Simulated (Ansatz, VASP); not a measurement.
**GeMo (wurtzite type (invented)): VASP beside Ansatz**

Wanted: the spread between two codes on one cell, functional and k mesh. The cell is generated by rule, not measured, and may not be a known phase. The cell is taken from a series of runs on this material, whose earlier steps may have relaxed, scaled, displaced or heated it; both programs get it as it stands.

Calculated with Ansatz 0.2.0; plane waves, with VASP 6.6.1 beside it; relaxation of cell and atoms at PBEsol.

## 1. The starting structure

Symmetry: P6_3/mmc, No. 194, hexagonal system. The conventional cell has a = 4.301 Å, b = 4.301 Å, c = 4.936 Å, α = 90.00°, β = 90.00°, γ = 120.00°. Nearest to Mo lie 5 Ge at 2.47 to 2.48 Å. Ge has 5 Mo at 2.47 to 2.48 Å nearest. Farther neighbours are not listed.

Coordinates:

```cif
data_structure
_symmetry_space_group_name_H-M 'P 1'
_symmetry_Int_Tables_number 1
_cell_length_a 4.3012
_cell_length_b 4.3012
_cell_length_c 4.9356
_cell_angle_alpha 90.000
_cell_angle_beta 90.000
_cell_angle_gamma 120.000
_cell_volume 79.08
loop_
_atom_site_label
_atom_site_type_symbol
_atom_site_fract_x
_atom_site_fract_y
_atom_site_fract_z
_atom_site_occupancy
Mo1 Mo 0.33333 0.66667 0.93757 1
Mo2 Mo 0.66667 0.33333 0.43757 1
Ge3 Ge 0.33333 0.66667 0.43743 1
Ge4 Ge 0.66667 0.33333 0.93743 1
```

## 2. VASP: relaxation of cell and atoms, PBEsol

The relaxed volume is the usual yardstick between codes: in a stiff, nearly cubic crystal its relative difference is about their pressure difference at one cell divided by the bulk modulus.

Lines of VASP's logs that name or quote its potential files are left out, and so is its time.

Contents of INCAR:

```
SYSTEM = GeMo
PREC = Accurate
ENCUT = 500
EDIFF = 1E-07
NELM = 120
ISMEAR = 0
SIGMA = 0.1
LREAL = .FALSE.
ALGO = Normal
GGA = PS
NBANDS = 34
LASPH = .TRUE.
LORBIT = 11
LWAVE = .FALSE.
LCHARG = .FALSE.
ISIF = 3
IBRION = 2
NSW = 80
EDIFFG = -0.005
GGA_COMPAT = .FALSE.
NELMIN = 4
KPAR = 2
```

Contents of POSCAR:

```
GeMo
1.0
    4.3011610000      0.0000000000      0.0000000000
   -2.1505800000      3.7249150000      0.0000000000
    0.0000000000      0.0000000000      4.9355900000
Mo Ge
2 2
Direct
    0.3333333006      0.6666667562      0.9375691660
    0.6666666994      0.3333332438      0.4375691660
    0.3333333006      0.6666667562      0.4374307834
    0.6666666994      0.3333332438      0.9374307834
```

Contents of KPOINTS:

```
Automatic mesh
0
Gamma
12 12 8
0 0 0
```

Potentials, in the order of the species: Mo_sv and Ge_d (PBE family, release 64).

On the command line:

```sh
$ mpirun -np 2 vasp_std
```

Numbers of over 12 decimals in the logs are rounded to 6 here.

Output:

```text
[banner, memory and clock lines left out]
running    2 mpi-ranks, on    1 nodes
 distrk:  each k-point on    1 cores,    2 groups
 distr:  one band on    1 cores,    1 groups

 POSCAR found type information on POSCAR MoGe
 POSCAR found :  2 types and       4 ions
|                                                                             |
|               ----> ADVICE to this user running VASP <----                  |
|                                                                             |
|     You enforced a specific xc type in the INCAR file but a different       |
|     [... a line on the potential file left out ...]
|     I HOPE YOU KNOW WHAT YOU ARE DOING!                                     |
|                                                                             |

 LDA part: xc-table for (Slater+PW92), standard interpolation
 POSCAR, INCAR and KPOINTS ok, starting setup
 FFT: planning ... GRIDC
 FFT: planning ... GRID_SOFT
 FFT: planning ... GRID
 WAVECAR not read
 entering main loop
       N       E                     dE             d eps       ncg     rms          rms(c)
DAV:   1     0.668936485352E+03    0.66894E+03   -0.30214E+04  8460   0.386E+03
DAV:   2     0.595870424691E+02   -0.60935E+03   -0.59723E+03  6580   0.845E+02
DAV:   3    -0.280565535112E+02   -0.87644E+02   -0.85665E+02  7310   0.216E+02
DAV:   4    -0.329213390295E+02   -0.48648E+01   -0.47484E+01  7840   0.517E+01
DAV:   5    -0.330410759369E+02   -0.11974E+00   -0.11890E+00  8098   0.890E+00    0.206E+01
DAV:   6    -0.313121304782E+02    0.17289E+01   -0.10679E+01  7960   0.174E+01    0.376E+00
DAV:   7    -0.311953725429E+02    0.11676E+00   -0.64788E-01  8504   0.713E+00    0.320E+00
DAV:   8    -0.311554965028E+02    0.39876E-01   -0.90379E-02  7838   0.257E+00    0.239E-01
DAV:   9    -0.311550069774E+02    0.48953E-03   -0.75798E-03  8854   0.105E+00    0.122E-01
DAV:  10    -0.311549816805E+02    0.25297E-04   -0.71226E-04  8140   0.265E-01    0.370E-02
DAV:  11    -0.311549844077E+02   -0.27272E-05   -0.68910E-05  7396   0.609E-02    0.105E-02
DAV:  12    -0.311549857670E+02   -0.13593E-05   -0.77890E-06  8756   0.356E-02    0.506E-03
DAV:  13    -0.311549859904E+02   -0.22343E-06   -0.73953E-07  6994   0.729E-03    0.264E-03
DAV:  14    -0.311549859530E+02    0.37377E-07   -0.12152E-07  4096   0.214E-03
   1 F= -.31154986E+02 E0= -.31150016E+02  d E =-.311550E+02
[...]
2 F= -.31154587E+02 E0= -.31149545E+02  d E =0.398783E-03
[...]
3 F= -.31155423E+02 E0= -.31150423E+02  d E =-.437393E-03
[...]
4 F= -.31155423E+02 E0= -.31150422E+02  d E =-.437124E-03
[...]
5 F= -.31155419E+02 E0= -.31150422E+02  d E =0.379015E-05
 trial-energy change:    0.000004  1 .order    0.000002   -0.000038    0.000042
 step:   0.3918(harm=  0.4188)  dis= 0.00008  next Energy=   -31.155431 (dE=-0.820E-05)
 bond charge predicted
       N       E                     dE             d eps       ncg     rms          rms(c)
DAV:   1    -0.311556904152E+02   -0.27111E-03   -0.53580E-03  8120   0.785E-01    0.130E-01
DAV:   2    -0.311554673569E+02    0.22306E-03   -0.90501E-04  6854   0.225E-01    0.359E-02
DAV:   3    -0.311554425689E+02    0.24788E-04   -0.44233E-05  7802   0.823E-02    0.197E-02
DAV:   4    -0.311554322965E+02    0.10272E-04   -0.18902E-05  8200   0.409E-02    0.638E-03
DAV:   5    -0.311554311285E+02    0.11680E-05   -0.32302E-06  7298   0.203E-02    0.313E-03
DAV:   6    -0.311554308193E+02    0.30922E-06   -0.62911E-07  6310   0.662E-03    0.142E-03
DAV:   7    -0.311554307082E+02    0.11104E-06   -0.53074E-08  3336   0.245E-03    0.320E-04
DAV:   8    -0.311554307157E+02   -0.74269E-08   -0.22552E-08  3268   0.107E-03
   6 F= -.31155431E+02 E0= -.31150431E+02  d E =-.763880E-05
 curvature:  -0.22 expect dE=-0.326E-06 dE for cont linesearch -0.264E-07
 trial: gam=-0.06221 g(F)=  0.272E-06 g(S)=  0.122E-05 ort = 0.232E-05 (trialstep = 0.787E+00)
 search vector abs. value=  0.138E-05
 reached required accuracy - stopping structural energy minimisation
```

OUTCAR, selected parts (step 2):

```text
ion  position               nearest neighbor table
   1  0.333  0.667  0.938-   3 2.47   3 2.47   4 2.48   4 2.48   4 2.48
   2  0.667  0.333  0.438-   4 2.47   4 2.47   3 2.48   3 2.48   3 2.48
   3  0.333  0.667  0.437-   1 2.47   1 2.47   2 2.48   2 2.48   2 2.48
   4  0.667  0.333  0.937-   2 2.47   2 2.47   1 2.48   1 2.48   1 2.48

  LATTYP: Found a hexagonal cell.
 ALAT       =     4.3011610000
 C/A-ratio  =     1.1475018024

 Subroutine GETGRP returns: Found 12 space group operations
 (whereof  6 operations were pure point group operations)

The static configuration has the point symmetry C_3v.
 The point group associated with its full space group is C_6v.

 Found     95 irreducible k-points:

   k-points           NKPTS =     95   k-points in BZ     NKDIM =     95   number of bands    NBANDS=     34

   dimension x,y,z NGX =    32 NGY =   32 NGZ =   36
   dimension x,y,z NGXF=    64 NGYF=   64 NGZF=   72

   ENCUT  =  500.0 eV  36.75 Ry    6.06 a.u.   7.84  7.84  9.00*2*pi/ulx,y,z

   NELECT =      56.0000    total number of electrons

 k-points in reciprocal lattice and weights: Automatic mesh
   0.00000000  0.00000000  0.00000000       0.001
   0.08333333  0.00000000  0.00000000       0.005
   0.16666667  0.00000000  0.00000000       0.005
   0.25000000  0.00000000  0.00000000       0.005
   0.33333333  0.00000000  0.00000000       0.005
   0.41666667  0.00000000  0.00000000       0.005
   0.50000000  0.00000000  0.00000000       0.003
   0.08333333  0.08333333  0.00000000       0.005
   0.16666667  0.08333333  0.00000000       0.010
[...]
0.33333333  0.25000000  0.50000000       0.010
   0.33333333  0.33333333  0.50000000       0.002

 average (electrostatic) potential at core
       1 -74.1467       2 -74.1467       3 -71.1746       4 -71.1746

 E-fermi :   7.2809

 k-point     1 :       0.0000    0.0000    0.0000
  band No.  band energies     occupation
    ...
     24       4.3127      2.00000
     25       4.5172      2.00000
     26       5.6617      2.00000
     27       5.6617      2.00000
     28       6.6191      2.00000
     29       7.6648      0.00000
     30       7.6648      0.00000
     31      10.3382      0.00000
     32      10.6510      0.00000
     33      11.3960      0.00000
    ...

 k-point     2 :       0.0833    0.0000    0.0000
  band No.  band energies     occupation
    ...
     24       4.4091      2.00000
     25       4.4984      2.00000
     26       5.5937      2.00000
     27       5.6204      2.00000
     28       6.6948      2.00000
     29       7.7111      0.00000
     30       7.7756      0.00000
     31      10.3672      0.00000
     32      10.5296      0.00000
     33      10.9823      0.00000
    ...

 k-point     3 :       0.1667    0.0000    0.0000
  band No.  band energies     occupation
    ...
     24       4.4534      2.00000
     25       4.6636      2.00000
     26       5.4236      2.00000
     27       5.5164      2.00000
     28       6.8518      2.00000
     29       7.8285      0.00000
     30       8.0696      0.00000
     31       9.8098      0.00000
     32      10.3928      0.00000
     33      10.4287      0.00000
    ...

  Total        0.0000838      0.0000838     -0.0100640      0.0000000      0.0000000      0.0000000
  in kB        0.0016974      0.0016974     -0.2037911      0.0000000      0.0000000      0.0000000
  external PRESSURE =      -0.0667988 kB  Pullay stress =       0.0000000 kB

  energy-cutoff  :      500.00
  volume of cell :       79.12
      direct lattice vectors                 reciprocal lattice vectors
     4.298220228 -0.000000000  0.000000000     0.232654435  0.134323059 -0.000000000
    -2.149109614  3.722368216 -0.000000000     0.000000000  0.268646180 -0.000000000
    -0.000000000  0.000000000  4.945255495    -0.000000000 -0.000000000  0.202214021

 POSITION                                       TOTAL-FORCE (eV/Angst)
 -----------------------------------------------------------------------------------
     -0.00000      2.48158      4.63621        -0.000000      0.000000     -0.001187
      2.14911      1.24079      2.16359         0.000000     -0.000000     -0.001187
     -0.00000      2.48158      2.16351         0.000000     -0.000000      0.001187
      2.14911      1.24079      4.63614        -0.000000      0.000000      0.001187
 -----------------------------------------------------------------------------------
    total drift:                               -0.000595      0.000343      0.000081

  FREE ENERGIE OF THE ION-ELECTRON SYSTEM (eV)
  ---------------------------------------------------
  free  energy   TOTEN  =       -31.1554307157 eV

  energy  without entropy=      -31.1454319539  energy(sigma->0) =      -31.15043133

 reached required accuracy - stopping structural energy minimisation

 total charge
# of ion       s       p       d       tot
------------------------------------------
    1        2.265   6.117   4.114  12.496
    2        2.265   6.117   4.114  12.496
    3        1.154   1.388  10.098  12.639
    4        1.154   1.388  10.098  12.639
--------------------------------------------------
tot          6.838  15.010  28.423  50.271

[... 3 further parts left out ...]
```

CONTCAR:

```
GeMo
   1.00000000000000
     4.2982202275462580   -0.0000000003945915    0.0000000000000000
    -2.1491096144567137    3.7223682159135363   -0.0000000000000000
    -0.0000000000000000    0.0000000000000000    4.9452554952349805
  Mo              Ge
     2     2
Direct
     0.3333333006000032    0.6666667562000015    0.9375074142875085
     0.6666666993999968    0.3333332437999985    0.4375074142875084
     0.3333333006000032    0.6666667562000015    0.4374925351124980
     0.6666666993999968    0.3333332437999985    0.9374925351124980
```

[end of part 1 of 2]

[Lines on the potential files, build, host, timing and source positions are cut from VASP's logs without a mark.]

[Logs are printed without paths, hosts, clocks, repeated set-up lines and the standing remarks that a program may print on its own settings, such as how far it seeks lower states.]

[Hosts, paths, dates, database ids (printed as entryN), source tags and the programs' standing remarks are cut or masked in the printed files.]
